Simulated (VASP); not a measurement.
Here is the system:

```xyz
2
Lattice="0.0000 2.1413 2.1413 2.1413 0.0000 2.1413 2.1413 2.1413 0.0000" Properties=species:S:1:pos:R:3 pbc="T T T"
Ti     0.0000     0.0000     0.0000
C      2.1413     2.1413     2.1413
```

Computed with r2SCAN+rVV10, VASP's PBE PAW potentials (set 64) (plane waves; VASP). Settings: 520 eV cut-off, 14×14×14 Γ-centred mesh, first-order Methfessel-Paxton smearing of 0.10 eV, potentials Ti_sv C.

Give the stress tensor in GPa (positive for a compressed cell).

```
8.55  0.00  0.00
0.00  8.55  0.00
0.00  0.00  8.55
```
The pressure is its mean diagonal, 8.55 GPa.

The compound is TiC in the rock salt structure. This cell is one point of a volume scan, at 0.97 of the reference volume.
